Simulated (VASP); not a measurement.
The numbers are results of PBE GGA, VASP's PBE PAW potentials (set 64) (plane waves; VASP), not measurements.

The input files of a VASP run:

File POSCAR:
```
CdSe
1
    0.0000000000     3.0716743057     3.0716743057
    3.0716743057     0.0000000000     3.0716743057
    3.0716743057     3.0716743057     0.0000000000
Cd Se
1 1
Direct
  0.0000000000   0.0000000000   0.0000000000
  0.2500000000   0.2500000000   0.2500000000
```

**INCAR**
```
SYSTEM=CdSe
PREC=Accurate; ENCUT=520; LREAL=.FALSE.
LASPH=.TRUE.
EDIFF=1E-7; NELM=100; ALGO=Normal
LMAXMIX=4
ISMEAR=0; SIGMA=0.05
GGA=PE
ISIF=2
LWAVE=.FALSE.; LCHARG=.FALSE.
```

File KPOINTS:
```
Automatic mesh
0
Gamma
  7 7 7
0 0 0
```

POTCAR, in this order: Cd Se (PBE.64 set). Program: vasp_std.

The run wrote:

File OSZICAR:
```
       N       E                     dE             d eps       ncg     rms          rms(c)
DAV:   1     0.106783254739E+03    0.10678E+03   -0.88680E+03   536   0.122E+03
DAV:   2    -0.119160598768E+01   -0.10797E+03   -0.10338E+03   590   0.287E+02
DAV:   3    -0.584536620897E+01   -0.46538E+01   -0.46379E+01   615   0.621E+01
DAV:   4    -0.587015944842E+01   -0.24793E-01   -0.24791E-01   565   0.448E+00
DAV:   5    -0.587029899629E+01   -0.13955E-03   -0.13955E-03   605   0.318E-01    0.610E+00
DAV:   6    -0.550988453526E+01    0.36041E+00   -0.68010E-01   677   0.107E+01    0.478E+00
DAV:   7    -0.548910559677E+01    0.20779E-01   -0.16278E-01   555   0.306E+00    0.209E+00
DAV:   8    -0.548992575741E+01   -0.82016E-03   -0.14675E-02   540   0.179E+00    0.242E-01
DAV:   9    -0.549006278645E+01   -0.13703E-03   -0.20255E-03   610   0.672E-01    0.499E-02
DAV:  10    -0.549013621830E+01   -0.73432E-04   -0.23337E-04   545   0.221E-01    0.460E-02
DAV:  11    -0.549018273164E+01   -0.46513E-04   -0.82084E-05   530   0.715E-02    0.137E-02
DAV:  12    -0.549018165270E+01    0.10789E-05   -0.74792E-06   636   0.403E-02    0.498E-03
DAV:  13    -0.549018229654E+01   -0.64384E-06   -0.23250E-06   530   0.128E-02    0.297E-03
DAV:  14    -0.549018231560E+01   -0.19063E-07   -0.57339E-08   415   0.182E-03
   1 F= -.54901823E+01 E0= -.54901823E+01  d E =-.116423E-12
```

File OUTCAR:
```
------------------------ aborting loop because EDIFF is reached ----------------------------------------
  FORCE on cell =-STRESS in cart. coord.  units (eV):
  Direction    XX          YY          ZZ          XY          YZ          ZX
  --------------------------------------------------------------------------------------
  Total        0.5411381      0.5411381      0.5411381      0.0000000     -0.0000000     -0.0000000
  in kB       14.9576449     14.9576449     14.9576449      0.0000000     -0.0000000     -0.0000000
  external PRESSURE =      14.9576449 kB  Pullay stress =       0.0000000 kB
  volume of cell :       57.96
      direct lattice vectors                 reciprocal lattice vectors
     0.000000000  3.071674306  3.071674306    -0.162777674  0.162777674  0.162777674
     3.071674306  0.000000000  3.071674306     0.162777674 -0.162777674  0.162777674
     3.071674306  3.071674306  0.000000000     0.162777674  0.162777674 -0.162777674
  FREE ENERGIE OF THE ION-ELECTRON SYSTEM (eV)
  ---------------------------------------------------
  free  energy   TOTEN  =        -5.4901823156 eV

  energy  without entropy=       -5.4901823156  energy(sigma->0) =       -5.49018232
```
(Selected blocks of OUTCAR.)

File OUTCAR:
```
 val. band max:        0.7095036252   @ k =   0.0000   0.0000   0.0000

 cond. band min:       1.2558845892   @ k =   0.0000   0.0000   0.0000


 Fermi energy:         0.9412056028

 k-point     1 :       0.0000    0.0000    0.0000
  band No.  band energies     occupation
      1     -11.7201      2.00000
      2      -7.1294      2.00000
      3      -7.1294      2.00000
      4      -7.1294      2.00000
      5      -6.7864      2.00000
      6      -6.7864      2.00000
      7       0.7095      2.00000
      8       0.7095      2.00000
      9       0.7095      2.00000
     10       1.2559      0.00000
     11       6.6420      0.00000
     12       6.6420      0.00000
     13       6.6420      0.00000

 k-point     2 :       0.1429    0.0000    0.0000
  band No.  band energies     occupation
      1     -11.6558      2.00000
      2      -7.1092      2.00000
      3      -7.1092      2.00000
      4      -7.0682      2.00000
      5      -6.7872      2.00000
      6      -6.7872      2.00000
      7      -0.6850      2.00000
      8       0.5588      2.00000
      9       0.5588      2.00000
     10       2.3937      0.00000
     11       6.4025      0.00000
     12       6.8865      0.00000
     13       6.8865      0.00000

 k-point     3 :       0.2857    0.0000    0.0000
  band No.  band energies     occupation
      1     -11.5094      2.00000
      2      -7.0695      2.00000
      3      -7.0695      2.00000
      4      -6.8624      2.00000
      5      -6.7817      2.00000
      6      -6.7817      2.00000
      7      -2.2492      2.00000
      8       0.2534      2.00000
      9       0.2534      2.00000
     10       3.0290      0.00000
     11       6.8506      0.00000
     12       7.1845      0.00000
     13       7.1845      0.00000

 k-point     4 :       0.4286    0.0000    0.0000
  band No.  band energies     occupation
      1     -11.3907      2.00000
      2      -7.0456      2.00000
      3      -7.0456      2.00000
...
```

The compound is CdSe in the zinc blende structure, whereas wurtzite is the usual form. This cell is one point of a volume scan, at 0.97 of the reference volume.
